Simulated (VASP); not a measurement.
# Sn2GeO2 (P-3m1) in VASP: density of states with PBE

Aim: the density of states of Sn2GeO2 with PBE.

All numbers are computed with VASP 6.6.1; they aren't measurements. Logs are shortened: lines on timing, memory, paths and dates and some standing lists are left out, and cuts for length are marked.

**1. The crystal as given**

Symmetry: P-3m1, No. 164, trigonal system. Conventional cell: a = 3.088 Å, b = 3.088 Å, c = 11.595 Å, α = 90.00°, β = 90.00°, γ = 120.00°. Around Sn (site symmetry 3m) lie 9 Sn at 3.09 to 3.37 Å. Ge (site symmetry -3m) has 6 O at 2.01 Å as nearest neighbours. Around O (site symmetry 3m) lie 3 Ge at 2.01 Å.

The cell was built by a generator and needn't be a form met in nature.

**2. Density of states, PBE**

Contents of POSCAR:

```
Sn2GeO2                                 
1.0
    3.0877981256     -0.0000000000      0.0000000000
   -1.5438990628      2.6741116186     -0.0000000000
    0.0000000000     -0.0000000000     11.5945940974
  Sn              Ge              O             
     2     1     2
Direct
     0.6666666699999979    0.3333333300000021    0.3768054552497949
     0.3333333300000021    0.6666666699999979    0.6231945447502051
     1.0000000000000000    1.0000000000000000    1.0000000000000000
     0.6666666699999979    0.3333333300000021    0.9193622147875646
     0.3333333300000021    0.6666666699999979    0.0806377852124352
```

Contents of INCAR.step1:

```
PREC = Accurate
ENCUT = 520
EDIFF = 1E-6
ISMEAR = 0
SIGMA = 0.1
LREAL = F
LASPH = T
NELM = 60
ALGO = Normal
ISIF = 2
LWAVE = F
LCHARG = T
GGA = PE
NBANDS = 35
KPAR = 4
```

Contents of KPOINTS.step1:

```
regular mesh
0
Gamma
  12 12 4
```

Contents of INCAR.step2:

```
PREC = Accurate
ENCUT = 520
EDIFF = 1E-6
ISMEAR = -5
SIGMA = 0.1
LREAL = F
LASPH = T
NELM = 60
ALGO = Normal
ISIF = 2
LWAVE = F
LCHARG = F
GGA = PE
LORBIT = 10
NBANDS = 35
KPAR = 4
NEDOS = 2001
ICHARG = 11
```

Contents of KPOINTS.step2:

```
regular mesh
0
Gamma
  18 18 6
```

Potentials or basis: VASP PAW PBE potentials, release 64 (Sn_d, Ge_d, O).

Run with:

```console
> cat potpaw_PBE.64/Sn_d/POTCAR potpaw_PBE.64/Ge_d/POTCAR potpaw_PBE.64/O/POTCAR > POTCAR
> cp INCAR.step1 INCAR
> cp KPOINTS.step1 KPOINTS
> mpirun -np 4 vasp_std > vasp.out
> cp INCAR.step2 INCAR
> cp KPOINTS.step2 KPOINTS
> mpirun -np 4 vasp_std > vasp.out
```

OUTCAR:

```text
PREC = Accurate
   ENCUT = 520
   EDIFF = 1E-6
   ISMEAR = -5
   LREAL = F
   LASPH = T
   NELM = 60
   ISIF = 2
   GGA = PE
   LORBIT = 10
   ICHARG = 11

 ion  position               nearest neighbor table
   1  0.667  0.333  0.377-   2 3.37   2 3.37   2 3.37
   2  0.333  0.667  0.623-   1 3.37   1 3.37   1 3.37
   3  0.000  0.000  0.000-   4 2.01   5 2.01   4 2.01   5 2.01   4 2.01   5 2.01
   4  0.667  0.333  0.919-   3 2.01   3 2.01   3 2.01
   5  0.333  0.667  0.081-   3 2.01   3 2.01   3 2.01

  LATTYP: Found a hexagonal cell.
 ALAT       =     3.0877981256
 C/A-ratio  =     3.7549715447

  Lattice vectors:

 A1 = (   3.0877981256,   0.0000000000,   0.0000000000)
 A2 = (  -1.5438990628,   2.6741116186,   0.0000000000)
 A3 = (   0.0000000000,   0.0000000000,  11.5945940974)

Analysis of symmetry for initial positions (statically):
=====================================================================
 Subroutine PRICEL returns:
 Original cell was already a primitive cell.

 Routine SETGRP: Setting up the symmetry group for a
 hexagonal supercell.

 Subroutine GETGRP returns: Found 12 space group operations
 (whereof 12 operations were pure point group operations)
 out of a pool of 24 trial point group operations.

The static configuration has the point symmetry D_3d.

Analysis of symmetry for dynamics (positions and initial velocities):
=====================================================================
 Subroutine PRICEL returns:
 Original cell was already a primitive cell.

 Routine SETGRP: Setting up the symmetry group for a
 hexagonal supercell.

 Subroutine GETGRP returns: Found 12 space group operations
 (whereof 12 operations were pure point group operations)
 out of a pool of 24 trial point group operations.

The dynamic configuration has the point symmetry D_3d.

 Subroutine INISYM returns: Found 12 space group operations
 (whereof 12 operations are pure point group operations),
 and found     1 'primitive' translations

----------------------------------------------------------------------------------------

                                     Primitive cell

  volume of cell :      95.7379

  direct lattice vectors                    reciprocal lattice vectors
     3.087798126  0.000000000  0.000000000     0.323855369  0.186977984  0.000000000
    -1.543899063  2.674111619  0.000000000     0.000000000  0.373955968  0.000000000
     0.000000000  0.000000000 11.594594097     0.000000000  0.000000000  0.086247090

  length of vectors
     3.087798126  3.087798126 11.594594097     0.373955968  0.373955968  0.086247090

  position of ions in fractional coordinates (direct lattice)
     0.666666670  0.333333330  0.376805455
     0.333333330  0.666666670  0.623194545
     0.000000000  0.000000000  0.000000000
     0.666666670  0.333333330  0.919362215
     0.333333330  0.666666670  0.080637785

  ion indices of the primitive-cell ions
   primitive index   ion index
                 1           1
                 2           2
                 3           3
                 4           4
                 5           5

----------------------------------------------------------------------------------------

 KPOINTS: regular mesh

Automatic generation of k-mesh.
 Grid dimensions read from file:
 generate k-points for:   18   18    6

 Generating k-lattice:

  Cartesian coordinates                     Fractional coordinates (reciprocal lattice)
     0.017991965  0.010387666  0.000000000     0.055555556 -0.000000000  0.000000000
     0.000000000  0.020775332  0.000000000     0.000000000  0.055555556  0.000000000
     0.000000000  0.000000000  0.014374515     0.000000000  0.000000000  0.166666667

  Length of vectors
     0.020775332  0.020775332  0.014374515

  Shift w.r.t. Gamma in fractional coordinates (k-lattice)
     0.000000000  0.000000000  0.000000000

 TETIRR: Found   2825 inequivalent tetrahedra from    11664

 Subroutine IBZKPT returns following result:
 ===========================================

 Found    202 irreducible k-points:

 Following reciprocal coordinates:
            Coordinates               Weight
  0.000000  0.000000  0.000000      1.000000
  0.055556  0.000000  0.000000      6.000000
  0.111111  0.000000  0.000000      6.000000
  0.166667  0.000000  0.000000      6.000000
  0.222222  0.000000  0.000000      6.000000
  0.277778  0.000000  0.000000      6.000000
[... 16 lines left out ...]
  0.333333  0.111111  0.000000     12.000000
  0.388889  0.111111  0.000000     12.000000
 [... further k-points ...]
   k-points           NKPTS =    202   k-points in BZ     NKDIM =    202   number of bands    NBANDS=     35
   number of dos      NEDOS =   2001   number of ions     NIONS =      5
   total plane-waves  NPLWV =  51840
   dimension x,y,z NGX =    24 NGY =   24 NGZ =   90
   dimension x,y,z NGXF=    48 NGYF=   48 NGZF=  180
   ions per type =               2   1   2
   NGX,Y,Z   is equivalent  to a cutoff of  12.92, 12.92, 12.90 a.u.
   NGXF,Y,Z  is equivalent  to a cutoff of  25.84, 25.84, 25.81 a.u.
 SYSTEM =  unknown system
   PREC   = accura    normal or accurate (medium, high low for compatibility)
   ISTART =      0    job   : 0-new  1-cont  2-samecut
   ICHARG =     11    charge: 1-file 2-atom 10-const
   ISPIN  =      1    spin polarized calculation?
   LNONCOLLINEAR =      F non collinear calculations
   LSORBIT =      F    spin-orbit coupling
   LASPH  =      T    aspherical Exc in radial PAW
   ENCUT  =  520.0 eV  38.22 Ry    6.18 a.u.   5.74  5.74 21.56*2*pi/ulx,y,z
   NELM   =     60;   NELMIN=  2; NELMDL=  0     # of ELM steps
   EDIFF  = 0.1E-05   stopping-criterion for ELM
   LREAL  =      F    real-space projection
   EDIFFG = 0.1E-04   stopping-criterion for IOM
   NSW    =      0    number of steps for IOM
   IBRION =     -1    ionic relax: 0-MD 1-quasi-New 2-CG
   NFREE  =      0    steps in history (QN), initial steepest desc. (CG)
   ISIF   =      2    stress and relaxation
   ISYM   =      2    0-nonsym 1-usesym 2-fastsym
   POTIM  = 0.5000    time-step for ionic-motion
   TEBEG  =    0.0;   TEEND  =   0.0 temperature during run
   PSTRESS=    0.0 pullay stress
   NELECT =      54.0000    total number of electrons
   NUPDOWN=      -1.0000    fix difference up-down
   EMIN   =  10.00;   EMAX   =-10.00  energy-range for DOS
   EFERMI =   0.00;   METHOD = LEGACY
   ISMEAR =    -5;   SIGMA  =   0.10  broadening in eV -4-tet -1-fermi 0-gaus
   EFERMI_NEDOS =   21; number of points for ismear=-14 and -15
   IALGO  =     38    algorithm
   IMIX   =      4    mixing-type and parameters
     AMIX     =   0.40;   BMIX     =  1.00
     AMIX_MAG =   1.60;   BMIX_MAG =  1.00
  volume/ion in A,a.u.               =      19.15       129.21
  Fermi-wavevector in a.u.,A,eV,Ry     =   1.352627  2.556095 24.893221  1.829600
  Thomas-Fermi vector in A             =   2.479950
   LORBIT       =     10    0 simple, 1 ext, 2 COOP (PROOUT), +10 PAW based schemes
   GGA     = PE    functional components
   LHFCALC =     F    Hartree Fock is set to
   AEXX    =    0.0000 exact exchange contribution
   IVDW    =     0    specifies the selected vdW correction
   LEPSILON=     F    determine dielectric tensor
   LRPA    =     F    only Hartree local field effects (RPA)
 non-spin polarized calculation
 Fermi weights with tetrahedron method with Bloechl corrections
  energy-cutoff  :      520.00
  volume of cell :       95.74
 maximum number of plane-waves:      2612
 NGX is ok and might be reduce to    24

 number of electron      53.9999972 magnetization

 Free energy of the ion-electron system (eV)
  ---------------------------------------------------
  ext. energy  EPLUGINS =         0.00000000
  ---------------------------------------------------
  free energy    TOTEN  =       -25.78550984 eV

  energy without entropy =      -25.78550984  energy(sigma->0) =      -25.78550984

 E-fermi :   6.4437     XC(G=0):  -9.9838

 val. band max:        6.4014128974   @ k =   0.1111   0.0556   0.3333
 cond. band min:       6.4756835339   @ k =   0.3889   0.0556   0.3333
 fundamental gap:      0.0742706365
 Fermi energy:         6.4436771636

 k-point     1 :       0.0000    0.0000    0.0000
  band No.  band energies     occupation
      1     -20.0220      2.00000
      2     -19.9764      2.00000
      3     -19.9764      2.00000
      4     -19.9131      2.00000
      5     -19.9131      2.00000
      6     -15.4061      2.00000
[... 27 lines left out ...]
     34      15.3895      0.00000
     35      16.0541      0.00000

 k-point     2 :       0.0556    0.0000    0.0000
  band No.  band energies     occupation
      1     -20.0195      2.00000
      2     -19.9817      2.00000
      3     -19.9750      2.00000
      4     -19.9139      2.00000
      5     -19.9123      2.00000
      6     -15.3977      2.00000
[... 27 lines left out ...]
     34      14.9729      0.00000
     35      15.8016      0.00000

 k-point     3 :       0.1111    0.0000    0.0000
  band No.  band energies     occupation
      1     -20.0142      2.00000
      2     -19.9951      2.00000
      3     -19.9716      2.00000
      4     -19.9161      2.00000
      5     -19.9096      2.00000
      6     -15.3888      2.00000
[... 27 lines left out ...]
     34      14.1712      0.00000
     35      14.4098      0.00000
[... 723 lines left out ...]
 k-point    23 :       0.3333    0.1111    0.0000
  band No.  band energies     occupation
      1     -20.1297      2.00000
      2     -19.9791      2.00000
      3     -19.9562      2.00000
      4     -19.9177      2.00000
      5     -19.8686      2.00000
      6     -15.4399      2.00000
[... 27 lines left out ...]
     34      12.7295      0.00000
     35      13.7587      0.00000

 k-point    24 :       0.3889    0.1111    0.0000
  band No.  band energies     occupation
      1     -20.1433      2.00000
      2     -19.9783      2.00000
      3     -19.9567      2.00000
      4     -19.9129      2.00000
      5     -19.8650      2.00000
      6     -15.4498      2.00000
[... 27 lines left out ...]
     34      12.6764      0.00000
     35      14.1956      0.00000

 [... further k-points ...]
[... 5 lines left out ...]
  --------------------------------------------------------------------------------------
  -------------------------------------------------------------------------------------
  Total       -0.1065617     -0.1065617      0.0982509      0.0000000      0.0000000      0.0000000
  in kB       -1.7833136     -1.7833136      1.6442316      0.0000000      0.0000000      0.0000000
  external PRESSURE =      -0.6407985 kB  Pullay stress =       0.0000000 kB

 VOLUME and BASIS-vectors are now :
 -----------------------------------------------------------------------------
  energy-cutoff  :      520.00
  volume of cell :       95.74
      direct lattice vectors                 reciprocal lattice vectors
     3.087798126  0.000000000  0.000000000     0.323855369  0.186977984  0.000000000
    -1.543899063  2.674111619  0.000000000     0.000000000  0.373955968  0.000000000
     0.000000000  0.000000000 11.594594097     0.000000000  0.000000000  0.086247090

 POSITION                                       TOTAL-FORCE (eV/Angst)
 -----------------------------------------------------------------------------------
      1.54390      0.89137      4.36891         0.000000      0.000000      0.117183
     -0.00000      1.78274      7.22569        -0.000000      0.000000     -0.117183
      0.00000      0.00000      0.00000        -0.000000      0.000000     -0.000000
      1.54390      0.89137     10.65963        -0.000000     -0.000000      0.003226
     -0.00000      1.78274      0.93496        -0.000000      0.000000     -0.003226
 -----------------------------------------------------------------------------------
    total drift:                               -0.000000      0.000000      0.000000

  FREE ENERGIE OF THE ION-ELECTRON SYSTEM (eV)
  ---------------------------------------------------
  free  energy   TOTEN  =       -25.7855098373 eV

  energy  without entropy=      -25.7855098373  energy(sigma->0) =      -25.78550984

 total charge

# of ion       s       p       d       tot
------------------------------------------
    1        1.300   0.954   9.990  12.244
    2        1.300   0.954   9.990  12.244
    3        0.964   0.956  10.273  12.193
    4        1.582   3.391   0.000   4.973
    5        1.582   3.391   0.000   4.973
--------------------------------------------------
tot          6.728   9.645  30.254  46.627
```

Wall time 1.9 min (4 MPI ranks of AMD EPYC 9R45 (Zen 5), shared host); peak memory 0.62 GiB.

What came out:

| Item | Value |
| --- | --- |
| Valence electrons inside the program's atomic spheres | Sn 12.24; Ge 12.19; O 4.97 |

States per cell in windows of 1 eV (zero at the Fermi level; states under -8 eV left out):
| from (eV) | total | O4_p | O5_p | Sn1_p | Sn2_p | Ge3_p | Sn1_s |
| --- | --- | --- | --- | --- | --- | --- | --- |
| -8.0 | 2.65 | 0.44 | 0.44 | 0.04 | 0.04 | 0.28 | 0.18 |
| -7.0 | 2.26 | 0.41 | 0.41 | 0.04 | 0.04 | 0.24 | 0.19 |
| -6.0 | 1.81 | 0.33 | 0.33 | 0.03 | 0.03 | 0.14 | 0.19 |
| -5.0 | 2.57 | 0.68 | 0.68 | 0.05 | 0.05 | 0.14 | 0.10 |
| -4.0 | 4.17 | 1.21 | 1.21 | 0.15 | 0.15 | 0.02 | 0.04 |
| -3.0 | 1.24 | 0.07 | 0.07 | 0.21 | 0.21 | 0.00 | 0.06 |
| -2.0 | 1.06 | 0.01 | 0.01 | 0.20 | 0.20 | 0.00 | 0.06 |
| -1.0 | 1.04 | 0.02 | 0.02 | 0.18 | 0.18 | 0.00 | 0.05 |
| 0.0 | 1.48 | 0.07 | 0.07 | 0.24 | 0.24 | 0.00 | 0.04 |
| 1.0 | 2.41 | 0.25 | 0.25 | 0.26 | 0.26 | 0.01 | 0.04 |
| 2.0 | 2.24 | 0.11 | 0.11 | 0.37 | 0.37 | 0.05 | 0.04 |
| 3.0 | 1.68 | 0.03 | 0.03 | 0.30 | 0.30 | 0.15 | 0.02 |
| 4.0 | 1.56 | 0.04 | 0.04 | 0.19 | 0.19 | 0.29 | 0.02 |
| 5.0 | 1.59 | 0.06 | 0.06 | 0.20 | 0.20 | 0.23 | 0.01 |
| 6.0 | 2.38 | 0.09 | 0.09 | 0.18 | 0.18 | 0.32 | 0.02 |
| 7.0 | 2.25 | 0.12 | 0.12 | 0.13 | 0.13 | 0.34 | 0.02 |

Caveat: tetrahedron occupations give inexact forces and stress in metals.
